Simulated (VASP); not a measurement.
Method: PBEsol GGA, VASP's PBE PAW potentials (set 64) (plane waves; VASP).

Input for VASP

### KPOINTS
```
Regular mesh
0
gamma
5 5 5
```

INCAR:
```
SYSTEM = AlFe3C
PREC = Accurate
ENCUT = 400
EDIFF = 1E-6
NELM = 100
ALGO = Normal
LREAL = .FALSE.
LASPH = .TRUE.
ISMEAR = 0
SIGMA = 0.2
GGA = PS
LMAXMIX = 4
LWAVE = .FALSE.
LCHARG = .FALSE.
ISIF = 2
ISPIN = 2
MAGMOM = 0.0 0.0 4.0 4.0 4.0
LORBIT = 11
```

File POSCAR:
```
AlFe3C
7.7921340
  0.5000000000   0.0000000000   0.0000000000
  0.0000000000   0.5000000000   0.0000000000
  0.0000000000   0.0000000000   0.5000000000
Al C Fe
1 1 3
Cartesian
  0.0000000000   0.0000000000   0.0000000000
  0.2500000000   0.2500000000   0.2500000000
  0.0000000000   0.2500000000   0.2500000000
  0.2500000000   0.2500000000   0.0000000000
  0.2500000000   0.0000000000   0.2500000000
```

POTCAR, in this order: Al C Fe (PBE.64 set). Program: vasp_std.

The run wrote:

File OSZICAR:
```
       N       E                     dE             d eps       ncg     rms          rms(c)
DAV:   1     0.185495232557E+03    0.18550E+03   -0.10906E+04  1000   0.113E+03
DAV:   2    -0.293101778455E+02   -0.21481E+03   -0.20342E+03  1000   0.287E+02
DAV:   3    -0.468775200522E+02   -0.17567E+02   -0.16710E+02  1390   0.929E+01
DAV:   4    -0.474434460101E+02   -0.56593E+00   -0.56040E+00  1252   0.171E+01
DAV:   5    -0.474565442386E+02   -0.13098E-01   -0.13094E-01  1270   0.229E+00    0.299E+01
DAV:   6    -0.461582490129E+02    0.12983E+01   -0.74281E+01  1340   0.124E+02    0.232E+01
DAV:   7    -0.410576211008E+02    0.51006E+01   -0.21567E+01  1268   0.763E+01    0.768E+00
DAV:   8    -0.410600409100E+02   -0.24198E-02   -0.17959E+00  1221   0.927E+00    0.286E+00
DAV:   9    -0.410037221585E+02    0.56319E-01   -0.11795E-01  1473   0.447E+00    0.105E+00
DAV:  10    -0.409976932277E+02    0.60289E-02   -0.15653E-02  1271   0.112E+00    0.482E-01
DAV:  11    -0.409964996665E+02    0.11936E-02   -0.18047E-03  1335   0.384E-01    0.244E-01
DAV:  12    -0.409964264104E+02    0.73256E-04   -0.72817E-04  1312   0.182E-01    0.825E-02
DAV:  13    -0.409964236292E+02    0.27812E-05   -0.28058E-05  1165   0.537E-02    0.372E-02
DAV:  14    -0.409964181129E+02    0.55163E-05   -0.15584E-05  1279   0.273E-02    0.566E-03
DAV:  15    -0.409964181773E+02   -0.64410E-07   -0.18732E-06   773   0.138E-02
   1 F= -.40996418E+02 E0= -.40943952E+02  d E =-.104932E+00  mag=     4.1077
```

**OUTCAR**
```
------------------------ aborting loop because EDIFF is reached ----------------------------------------
  FORCE on cell =-STRESS in cart. coord.  units (eV):
  Direction    XX          YY          ZZ          XY          YZ          ZX
  --------------------------------------------------------------------------------------
  Total       -9.0285211     -9.0285211     -9.0285211      0.0000000     -0.0000000      0.0000000
  in kB     -244.5952117   -244.5952117   -244.5952117      0.0000000     -0.0000000      0.0000000
  external PRESSURE =    -244.5952117 kB  Pullay stress =       0.0000000 kB
  volume of cell :       59.14
      direct lattice vectors                 reciprocal lattice vectors
     3.896067000  0.000000000  0.000000000     0.256669097  0.000000000  0.000000000
     0.000000000  3.896067000  0.000000000     0.000000000  0.256669097  0.000000000
     0.000000000  0.000000000  3.896067000     0.000000000  0.000000000  0.256669097
 POSITION                                       TOTAL-FORCE (eV/Angst)
 -----------------------------------------------------------------------------------
      0.00000      0.00000      0.00000         0.000000      0.000000      0.000000
      1.94803      1.94803      1.94803         0.000000      0.000000      0.000000
      0.00000      1.94803      1.94803         0.000000      0.000000      0.000000
      1.94803      1.94803      0.00000         0.000000      0.000000      0.000000
      1.94803      0.00000      1.94803         0.000000      0.000000      0.000000
 -----------------------------------------------------------------------------------
    total drift:                                0.000000      0.000000      0.000000
  FREE ENERGIE OF THE ION-ELECTRON SYSTEM (eV)
  ---------------------------------------------------
  free  energy   TOTEN  =       -40.9964181773 eV

  energy  without entropy=      -40.8914861094  energy(sigma->0) =      -40.94395214

 total charge

# of ion       s       p       d       tot
------------------------------------------
    1        0.382   0.337   0.000   0.720
    2        0.881   1.510   0.000   2.391
    3        0.401   0.548   6.361   7.311
    4        0.401   0.548   6.361   7.311
    5        0.401   0.548   6.361   7.311
--------------------------------------------------
tot          2.467   3.492  19.083  25.043

 magnetization (x)

# of ion       s       p       d       tot
------------------------------------------
    1       -0.020  -0.040   0.000  -0.060
    2       -0.012  -0.094   0.000  -0.105
    3       -0.003  -0.012   1.490   1.475
    4       -0.003  -0.012   1.490   1.475
    5       -0.003  -0.012   1.490   1.475
--------------------------------------------------
tot         -0.039  -0.168   4.469   4.261
```
(Selected blocks of OUTCAR.)

At this cut-off the stress carries a Pulay error, which pulls relaxed volumes low.

The structure was generated: AlFe3C was put into an ordered model structure, which need not be its known phase. The cell was not relaxed at this level. The k-mesh is coarse (spacing up to 0.32 per Å, 2π included), so the numbers may not be converged in it.
